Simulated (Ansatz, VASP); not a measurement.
TaTi3: VASP beside Ansatz

```
Ti Ta
1.0
     4.13305    0.00000    0.00000
     0.00000    4.13305    0.00000
     0.00000    0.00000    4.13305
Ti Ta
3 1
Direct
  0.00000 0.50000 0.50000
  0.50000 0.00000 0.50000
  0.50000 0.50000 0.00000
  0.00000 0.00000 0.00000
```

The cell comes from a database or a generator and needn't be the stable form of this composition.

Alike in both runs: task single point; functional LDA; k mesh 6 × 6 × 6; occupations fermi-dirac, width 0.15 eV; no spin polarisation.

```csv
,VASP,Ansatz
version,VASP 6.6.1,Ansatz 0.2.0
potentials or method,"VASP PAW LDA potentials, release 64 (Ti_sv, Ta_pv)","plane waves, PAW"
plane-wave cutoff (eV),520,420
valence electrons in the cell,47,49
```

```csv
,VASP,Ansatz,Ansatz less VASP
gap on the k mesh at the Fermi level (eV),none,none,-
pressure (GPa),-8.9,-8.9,-0.06
```

A gap of «none» marks a metal or a gap that the smearing closes. The two sets of potentials don't hold the same shells in valence. Ansatz warned: «stress_scf_threshold_loose».

The runs have no spin-orbit coupling, so splittings on Ta are missing.
